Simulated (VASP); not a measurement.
# Be2Si in VASP: notebook

One sheet, Be2Si, is run at these levels: PBE+D3(BJ); tasks: single point.

Everything below comes from runs of VASP 6.6.1. Logs are shortened: lines on timing, memory, paths and dates and some standing lists are left out, and cuts for length are marked.

## 1. The sheet as given

The cell holds a sheet with vacuum, 6 atoms: a = 3.595 Å, b = 3.595 Å, c = 33.104 Å, α = 90.00°, β = 90.00°, γ = 120.00°.

The cell was built by a generator and needn't be a form met in nature.

## 2. Single point, PBE+D3(BJ)

File INCAR:

```
SYSTEM = Be2Si
ALGO     = Normal         ! electronic algorithm
DIPOL    = 0.5 0.5 0.287
EDIFF    = 1E-6           ! SCF threshold, eV
ENCUT    = 520            ! plane-wave cutoff, eV
GGA      = PE             ! functional
IDIPOL   = 3            
ISIF     = 2              ! what is computed and relaxed
ISMEAR   = 0              ! smearing method
IVDW     = 12             ! dispersion correction
LASPH    = .True.         ! aspherical terms in the spheres
LCHARG   = .False.        ! write CHGCAR
LDIPOL   = .True.       
LREAL    = .False.        ! projectors in reciprocal space
LWAVE    = .False.        ! write WAVECAR
NBANDS   = 17             ! bands
NELM     = 60             ! most SCF steps
PREC     = Accurate       ! precision mode
SIGMA    = 0.1            ! smearing width, eV
```

File KPOINTS:

```
k-points
0
Gamma
  12 12 1
  0 0 0
```

File POSCAR:

```
Be2Si
1.0
    3.5950496583      0.0000000000      0.0000000000
   -1.7975248291      3.1134043320      0.0000000000
    0.0000000000      0.0000000000     33.1038804800
Be Si
4 2
Direct
    0.0000000000      0.0000000000      0.2689931392
    0.3333333333      0.6666666667      0.2500112345
    0.6666666667      0.3333333333      0.3049577005
    0.3333333333      0.6666666667      0.3239396052
    0.6666666667      0.3333333333      0.2301815862
    0.0000000000      0.0000000000      0.3437692535
```

Potentials or basis: VASP PAW PBE potentials, release 64 (Be, Si).

Launch:

```console
> cat potpaw_PBE.64/Be/POTCAR potpaw_PBE.64/Si/POTCAR > POTCAR
> mpirun -np 1 vasp_std > vasp.out
```

OUTCAR:

```text
SYSTEM = Be2Si
   EDIFF = 1E-6
   ENCUT = 520
   GGA = PE
   ISIF = 2
   ISMEAR = 0
   IVDW = 12
   LASPH = .True.
   LREAL = .False.
   NELM = 60
   PREC = Accurate
 IVDW          = 12

 ion  position               nearest neighbor table
   1  0.000  0.000  0.269-   2 2.17   2 2.17   2 2.17   5 2.44   5 2.44   5 2.44   6 2.48
   2  0.333  0.667  0.250-   1 2.17   1 2.17   1 2.17   5 2.18   5 2.18   5 2.18
   3  0.667  0.333  0.305-   4 2.17   4 2.17   4 2.17   6 2.44   6 2.44   6 2.44   5 2.48
   4  0.333  0.667  0.324-   3 2.17   3 2.17   3 2.17   6 2.18   6 2.18   6 2.18
   5  0.667  0.333  0.230-   2 2.18   2 2.18   2 2.18   1 2.44   1 2.44   1 2.44   3 2.48
   6  0.000  0.000  0.344-   4 2.18   4 2.18   4 2.18   3 2.44   3 2.44   3 2.44   1 2.48

  LATTYP: Found a hexagonal cell.
 ALAT       =     3.5950496583
 C/A-ratio  =     9.2081844832

  Lattice vectors:

 A1 = (   3.5950496583,   0.0000000000,   0.0000000000)
 A2 = (  -1.7975248291,   3.1134043320,   0.0000000000)
 A3 = (   0.0000000000,   0.0000000000,  33.1038804800)

Analysis of symmetry for initial positions (statically):
=====================================================================
 Subroutine PRICEL returns:
 Original cell was already a primitive cell.

 Routine SETGRP: Setting up the symmetry group for a
 hexagonal supercell.

 Subroutine GETGRP returns: Found 12 space group operations
 (whereof  6 operations were pure point group operations)
 out of a pool of 24 trial point group operations.

The static configuration has the point symmetry C_3v.
 The point group associated with its full space group is D_3d.

Analysis of symmetry for dynamics (positions and initial velocities):
=====================================================================
 Subroutine PRICEL returns:
 Original cell was already a primitive cell.

 Routine SETGRP: Setting up the symmetry group for a
 hexagonal supercell.

 Subroutine GETGRP returns: Found 12 space group operations
 (whereof  6 operations were pure point group operations)
 out of a pool of 24 trial point group operations.

The dynamic configuration has the point symmetry C_3v.
 The point group associated with its full space group is D_3d.

 Subroutine INISYM returns: Found 12 space group operations
 (whereof  6 operations are pure point group operations),
 and found     1 'primitive' translations

----------------------------------------------------------------------------------------

                                     Primitive cell

  volume of cell :     370.5265
[... 104 lines left out ...]
   EMIN   =  10.00;   EMAX   =-10.00  energy-range for DOS
   EFERMI =   0.00;   METHOD = LEGACY
   ISMEAR =     0;   SIGMA  =   0.10  broadening in eV -4-tet -1-fermi 0-gaus
   EFERMI_NEDOS =   21; number of points for ismear=-14 and -15
   IALGO  =     38    algorithm
   IMIX   =      4    mixing-type and parameters
     AMIX     =   0.40;   BMIX     =  1.00
     AMIX_MAG =   1.60;   BMIX_MAG =  1.00
  volume/ion in A,a.u.               =      61.75       416.74
  Fermi-wavevector in a.u.,A,eV,Ry     =   0.574348  1.085360  4.488229  0.329876
  Thomas-Fermi vector in A             =   1.616000
   LORBIT       =      0    0 simple, 1 ext, 2 COOP (PROOUT), +10 PAW based schemes
   GGA     = PE    functional components
   LHFCALC =     F    Hartree Fock is set to
   AEXX    =    0.0000 exact exchange contribution
   IVDW    =    12    specifies the selected vdW correction
   LEPSILON=     F    determine dielectric tensor
   LRPA    =     F    only Hartree local field effects (RPA)
 non-spin polarized calculation
 Gauss-broadening in eV      SIGMA  =   0.10
  energy-cutoff  :      520.00
  volume of cell :      370.53
 maximum number of plane-waves:     10035
 NGX is ok and might be reduce to    28
   NGX = 13   NGY = 13   NGZ =123

 number of electron      16.0000000 magnetization

 dipolmoment           0.000000      0.000000     -0.000001 electrons x Angstroem

 Free energy of the ion-electron system (eV)
  ---------------------------------------------------
  ext. energy  EPLUGINS =         0.00000000
  ---------------------------------------------------
  free energy    TOTEN  =       -23.61902121 eV

  energy without entropy =      -23.61582627  energy(sigma->0) =      -23.61742374

 E-fermi :  -2.5057     XC(G=0):  -2.3646

 val. band max:       -2.5756893395   @ k =   0.1667  -0.0000   0.0000
 cond. band min:      -2.4536440274   @ k =   0.0000   0.0000   0.0000
 fundamental gap:      0.1220453122
 Fermi energy:        -2.5056600511

 k-point     1 :       0.0000    0.0000    0.0000
  band No.  band energies     occupation
      1     -14.0596      2.00000
      2     -12.5065      2.00000
      3      -8.2540      2.00000
      4      -4.3783      2.00000
      5      -2.6361      1.93487
      6      -2.6361      1.93487
[... 357 lines left out ...]
      4      -7.8440      2.00000
      5      -7.8440      2.00000
      6      -6.6928      2.00000
[... 9 lines left out ...]
     16       4.2602      0.00000
     17       4.2602      0.00000

------------------------ aborting loop because EDIFF is reached ----------------------------------------

 vacuum level on the upper side and lower side of the slab       (xc-potential included)        -0.094        -0.097

 Edisp (eV)   -1.45456

 E8    (eV) :    -0.5738

  FORCE on cell =-STRESS in cart. coord.  units (eV):
  Direction    XX          YY          ZZ          XY          YZ          ZX
  --------------------------------------------------------------------------------------
  -------------------------------------------------------------------------------------
  Total       0.04159     0.04159    -0.02527     0.00000     0.00000     0.00000
  in kB       0.17986     0.17986    -0.10929     0.00000     0.00000     0.00000
  external pressure =        0.08 kB  Pullay stress =        0.00 kB

 VOLUME and BASIS-vectors are now :
 -----------------------------------------------------------------------------
  energy-cutoff  :      520.00
  volume of cell :      370.53
      direct lattice vectors                 reciprocal lattice vectors
     3.595049658  0.000000000  0.000000000     0.278160275  0.160595909  0.000000000
    -1.797524829  3.113404332  0.000000000     0.000000000  0.321191819  0.000000000
     0.000000000  0.000000000 33.103880480     0.000000000  0.000000000  0.030207939

 POSITION                                       TOTAL-FORCE (eV/Angst)
 -----------------------------------------------------------------------------------
      0.00000      0.00000      8.90472        -0.000000      0.000000      0.005350
     -0.00000      2.07560      8.27634         0.000000      0.000000      0.002282
      1.79752      1.03780     10.09528        -0.000000      0.000000     -0.005350
     -0.00000      2.07560     10.72366        -0.000000      0.000000     -0.002282
      1.79752      1.03780      7.61990        -0.000000     -0.000000      0.001765
      0.00000      0.00000     11.38010         0.000000     -0.000000     -0.001765
 -----------------------------------------------------------------------------------
    total drift:                               -0.000000     -0.000000     -0.000005

  FREE ENERGIE OF THE ION-ELECTRON SYSTEM (eV)
  ---------------------------------------------------
  free  energy   TOTEN  =       -25.0735796242 eV

  energy  without entropy=      -25.0703846917  energy(sigma->0) =      -25.07198216

 vacuum level on the upper side and lower side of the slab         2.126         2.126
```

It took 6 min on 1 thread of Intel Xeon Platinum 8375C at 2.90GHz (Ice Lake), shared host; peak memory 0.49 GiB.

What came out:

```
Free energy                : -25.0736 eV
Largest force              : 0.005 eV/Å
Band gap on the k mesh     : none (metal or under the smearing width)
Dispersion energy per atom : -0.242 eV
```

Forces on the atoms (eV/Å):
```
Be   0.000  0.000  0.005
Be   0.000  0.000  0.002
Be   0.000  0.000 -0.005
Be   0.000  0.000 -0.002
Si   0.000  0.000  0.002
Si   0.000  0.000 -0.002
```

Levels at points of the mesh, in eV from the Fermi level:
| k point | band 4 | band 5 | band 6 | band 7 | band 8 | band 9 | band 10 | band 11 | band 12 | band 13 |
| --- | --- | --- | --- | --- | --- | --- | --- | --- | --- | --- |
| (0.00, 0.00, 0.00) | -1.87 | -0.13 | -0.13 | 0.05 | 0.05 | 1.51 | 1.51 | 1.70 | 2.38 | 2.38 |
| (0.50, 0.00, 0.00) | -5.56 | -3.60 | -2.56 | -2.40 | -1.55 | 0.59 | 1.41 | 2.12 | 3.02 | 4.26 |

[end of part 1 of 2]
